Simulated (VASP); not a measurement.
A convergence study with VASP on Mg2Si (antifluorite): one setting is varied, all else stays as given below, so the limit is that of these other settings. ε∞ is the independent-particle value.

```
CELL_PARAMETERS angstrom
      0.00000     3.17500     3.17500
      3.17500     0.00000     3.17500
      3.17500     3.17500     0.00000
ATOMIC_POSITIONS crystal
  Mg 0.25000 0.25000 0.25000
  Mg 0.75000 0.75000 0.75000
  Si 0.00000 0.00000 0.00000
```

Level of theory: LDA (Ceperley-Alder, Perdew-Zunger), VASP's LDA PAW potentials (set 64) (plane waves; VASP 6.6.1). The tightest run used: 550 eV cut-off, 5×5×5 Γ-centred mesh, Gaussian smearing of 0.050 eV, potentials Mg Si.

### Question
The settings run are NBANDS = 5; NBANDS = 6; NBANDS = 8; NBANDS = 12; NBANDS = 20; NBANDS = 36; NBANDS = 68; NBANDS = 132. From which on does the mean ε∞ stay within 0.1  of the tightest run?

### Answer
From NBANDS = 12 on: it is off by 0.02 there and by no more than 0.1 in any finer run, while NBANDS = 8 is off by 0.30.
```csv
setting,mean ε∞,bands,difference judged ()
NBANDS = 5,22.78,5,5.02
NBANDS = 6,25.85,6,1.96
NBANDS = 8,27.50,8,0.30
NBANDS = 12,27.78,12,0.02
NBANDS = 20,27.80,20,0.00
NBANDS = 36,27.80,36,0.00
NBANDS = 68,27.81,68,0.00
NBANDS = 132,27.80,132,0.00
```

Left out are rungs that failed or repeat a setting and relaxations that didn't move; long series are thinned to 24 rows.

The compound is Mg2Si in the antifluorite structure. The cell was not relaxed at this level.
